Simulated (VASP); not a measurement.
The system is Rh.

```xyz
1
Lattice="0.0000 1.8979 1.8979 1.8979 0.0000 1.8979 1.8979 1.8979 0.0000" Properties=species:S:1:pos:R:3 pbc="T T T"
Rh    0.0000    0.0000    0.0000
```

- Program: VASP 6.6.1
- Task: relaxation of cell and atoms
- Functional: PBE
- Potentials or basis: VASP PAW PBE potentials, release 64 (Rh_pv)
- Cutoff: 600 eV
- k mesh: 16 × 16 × 16
- Occupations: methfessel-paxton, width 0.1 eV
- Spin: no spin polarisation

At the start: pressure 7.4 GPa; volume 13.67 Å³/atom.

Where does the relaxation end?

Over 3 steps the energy falls by 8.2 meV/atom and the volume is 14.05 Å³/atom (+2.8 %); space group Fm-3m (No. 225, to 0.05 Å).

The path:
| step | energy change (eV) | largest force (eV/Å) | pressure (GPa) | volume (Å³) |
| --- | --- | --- | --- | --- |
| 1 | 0.0000 | 0.0000 | 7.36 | 13.67 |
| 2 | 0.0336 | 0.0000 | -13.73 | 14.95 |
| 3 | -0.0082 | 0.0000 | -0.07 | 14.05 |

Final structure:
```xyz
1
Lattice="0.0000 1.9151 1.9151 1.9151 0.0000 1.9151 1.9151 1.9151 0.0000" Properties=species:S:1:pos:R:3 pbc="T T T"
Rh    0.0000    0.0000    0.0000
```
